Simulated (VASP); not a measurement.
Method: PBE GGA, VASP's PBE PAW potentials (set 64) (plane waves; VASP).

VASP input:

File KPOINTS:
```
kpoints
0
gamma
 6 6 6
```

**INCAR**
```
# general
SYSTEM  = SiOs3
PREC    = Accurate
ENCUT   = 400   # plane-wave cut-off (eV)
LREAL   = F   # projection in real space or not
LASPH   = T   # aspherical one-centre terms

# electronic loop
EDIFF   = 1E-6
NELM    = 100
ALGO    = Normal
LMAXMIX = 6   # l cut-off of mixed one-centre charges

# smearing
ISMEAR  = 1
SIGMA   = 0.1   # width (eV)

# functional
GGA     = PE   # PBE

# ions
ISIF    = 2

# output
LWAVE   = F
LCHARG  = F
```

### POSCAR
```
SiOs3
1
    0.0000000000     3.2437290000     3.2437290000
    3.2437290000     0.0000000000     3.2437290000
    3.2437290000     3.2437290000     0.0000000000
Si Os
1 3
Direct
  0.0000000000   0.0000000000   0.0000000000
  0.5000000000   0.5000000000   0.5000000000
  0.2500000000   0.2500000000   0.2500000000
  0.7500000000   0.7500000000   0.7500000000
```

POTCAR, in this order: Si Os (PBE.64 set). Program: vasp_std.

The resulting files:

OSZICAR:
```
       N       E                     dE             d eps       ncg     rms          rms(c)
DAV:   1     0.121679395344E+03    0.12168E+03   -0.10804E+04   576   0.112E+03
DAV:   2    -0.219970180674E+02   -0.14368E+03   -0.13773E+03   608   0.370E+02
DAV:   3    -0.376247829687E+02   -0.15628E+02   -0.14858E+02   872   0.765E+01
DAV:   4    -0.382354268567E+02   -0.61064E+00   -0.59837E+00   780   0.174E+01
DAV:   5    -0.382610762902E+02   -0.25649E-01   -0.25361E-01   844   0.250E+00    0.184E+01
DAV:   6    -0.361568894074E+02    0.21042E+01   -0.12594E+01   920   0.211E+01    0.725E+00
DAV:   7    -0.365093542323E+02   -0.35246E+00   -0.87538E+00   954   0.176E+01    0.749E+00
DAV:   8    -0.357922844645E+02    0.71707E+00   -0.26993E+00   974   0.123E+01    0.250E+00
DAV:   9    -0.357643064030E+02    0.27978E-01   -0.26872E-01   816   0.327E+00    0.675E-01
DAV:  10    -0.357604465481E+02    0.38599E-02   -0.21561E-02   908   0.130E+00    0.263E-01
DAV:  11    -0.357603375398E+02    0.10901E-03   -0.11071E-03   738   0.235E-01    0.111E-01
DAV:  12    -0.357602550416E+02    0.82498E-04   -0.44785E-04   956   0.154E-01    0.117E-02
DAV:  13    -0.357602554698E+02   -0.42821E-06   -0.23418E-05   754   0.332E-02    0.884E-03
DAV:  14    -0.357602541647E+02    0.13050E-05   -0.19961E-06   396   0.135E-02    0.257E-03
DAV:  15    -0.357602543235E+02   -0.15878E-06   -0.66038E-07   378   0.537E-03
   1 F= -.35760254E+02 E0= -.35761029E+02  d E =0.232412E-02
```

File OUTCAR:
```
------------------------ aborting loop because EDIFF is reached ----------------------------------------
  FORCE on cell =-STRESS in cart. coord.  units (eV):
  Direction    XX          YY          ZZ          XY          YZ          ZX
  --------------------------------------------------------------------------------------
  Total      -15.2786619    -15.2786619    -15.2786619      0.0000000      0.0000000     -0.0000000
  in kB     -358.6181089   -358.6181089   -358.6181089      0.0000000      0.0000000     -0.0000000
  external PRESSURE =    -358.6181089 kB  Pullay stress =       0.0000000 kB
  volume of cell :       68.26
      direct lattice vectors                 reciprocal lattice vectors
     0.000000000  3.243729000  3.243729000    -0.154143580  0.154143580  0.154143580
     3.243729000  0.000000000  3.243729000     0.154143580 -0.154143580  0.154143580
     3.243729000  3.243729000  0.000000000     0.154143580  0.154143580 -0.154143580
 POSITION                                       TOTAL-FORCE (eV/Angst)
 -----------------------------------------------------------------------------------
      0.00000      0.00000      0.00000        -0.000000     -0.000000     -0.000000
      3.24373      3.24373      3.24373        -0.000000     -0.000000     -0.000000
      1.62186      1.62186      1.62186         0.000000      0.000000      0.000000
      4.86559      4.86559      4.86559        -0.000000     -0.000000      0.000000
 -----------------------------------------------------------------------------------
    total drift:                                0.000000     -0.000000     -0.000000
  FREE ENERGIE OF THE ION-ELECTRON SYSTEM (eV)
  ---------------------------------------------------
  free  energy   TOTEN  =       -35.7602543235 eV

  energy  without entropy=      -35.7625784458  energy(sigma->0) =      -35.76102903
```
(Selected blocks of OUTCAR.)

The structure was generated: SiOs3 was put into the D03 type (Fm-3m), which need not be its known phase. The cell was not relaxed at this level.
